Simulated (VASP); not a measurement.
Computed with PBEsol GGA, VASP's PBE PAW potentials (set 64) (plane waves; VASP).

VASP ran on this input.

### INCAR
```
ALGO = Normal
EDIFF = 1E-6
EDIFFG = -0.02
ENCUT = 500
GGA = PS
IBRION = 2
ISIF = 3
ISMEAR = 1
LASPH = .True.
LCHARG = .False.
LMAXMIX = 6
LREAL = .False.
LWAVE = .False.
NELM = 100
NSW = 40
PREC = Accurate
PSTRESS = 50
SIGMA = 0.1
SYSTEM = Re
```

POSCAR:
```
Re
1
    1.3686193651    -2.3705181640     0.0000000000
    1.3686193651     2.3705181640    -0.0000000000
    0.0000000000     0.0000000000     4.4340041892
Re
2
Direct
  0.3333330000   0.6666670000   0.2500000000
  0.6666670000   0.3333330000   0.7500000000
```

KPOINTS:
```
Automatic mesh
0
gamma
  15 15 8
```

POTCAR, in this order: Re (PBE.64 set). Program: vasp_std.

The run wrote:

### OSZICAR
```
       N       E                     dE             d eps       ncg     rms          rms(c)
DAV:   1     0.261761528078E+02    0.26176E+02   -0.68780E+03  5365   0.156E+03
DAV:   2    -0.217765110369E+02   -0.47953E+02   -0.40992E+02  4627   0.328E+02
DAV:   3    -0.278691364238E+02   -0.60926E+01   -0.48669E+01  5012   0.242E+02
DAV:   4    -0.282056756062E+02   -0.33654E+00   -0.31141E+00  5411   0.273E+01
DAV:   5    -0.282177245734E+02   -0.12049E-01   -0.11393E-01  5268   0.296E+00    0.465E+01
DAV:   6    -0.271196390277E+02    0.10981E+01   -0.10760E+00  5575   0.311E+01    0.196E+01
DAV:   7    -0.267473912100E+02    0.37225E+00   -0.76668E-01  5745   0.253E+01    0.496E-01
DAV:   8    -0.267344825037E+02    0.12909E-01   -0.97461E-03  5597   0.100E+00    0.168E-01
DAV:   9    -0.267337879625E+02    0.69454E-03   -0.41805E-04  5532   0.212E-01    0.407E-02
DAV:  10    -0.267337831560E+02    0.48065E-05   -0.57688E-05  4748   0.818E-02    0.628E-03
DAV:  11    -0.267337830403E+02    0.11578E-06   -0.54125E-07  2905   0.229E-02
   1 F= -.25835917E+02 E0= -.25836126E+02  d E =-.258359E+02
```

File OUTCAR:
```
------------------------ aborting loop because EDIFF is reached ----------------------------------------
  FORCE on cell =-STRESS in cart. coord.  units (eV):
  Direction    XX          YY          ZZ          XY          YZ          ZX
  --------------------------------------------------------------------------------------
  Total        0.8719561      0.8719560      0.8810167      0.0000000     -0.0000000      0.0000000
  in kB       48.5571461     48.5571415     49.0617101      0.0000000     -0.0000000      0.0000000
  external PRESSURE =      -1.2746674 kB  Pullay stress =      50.0000000 kB
  volume of cell :       28.77
      direct lattice vectors                 reciprocal lattice vectors
     1.368619365 -2.370518164  0.000000000     0.365331671 -0.210924349  0.000000000
     1.368619365  2.370518164  0.000000000     0.365331671  0.210924349  0.000000000
     0.000000000  0.000000000  4.434004189     0.000000000  0.000000000  0.225529782
 POSITION                                       TOTAL-FORCE (eV/Angst)
 -----------------------------------------------------------------------------------
      1.36862      0.79017      1.10850        -0.000000      0.000000      0.000000
      1.36862     -0.79017      3.32550         0.000000      0.000000      0.000000
 -----------------------------------------------------------------------------------
    total drift:                                0.000000      0.000007     -0.000016
  FREE ENERGIE OF THE ION-ELECTRON SYSTEM (eV)
  ---------------------------------------------------
  free  energy   TOTEN  =       -26.7337830403 eV

  energy  without entropy=      -26.7344085978  energy(sigma->0) =      -26.73399156
  enthalpy is  TOTEN    =       -25.8359171258 eV   P V=        0.8978659145

 reached required accuracy - stopping structural energy minimisation
```
(Selected blocks of OUTCAR.)

The compound is Re in the hcp structure. It was relaxed first under an external pressure of 5 GPa.
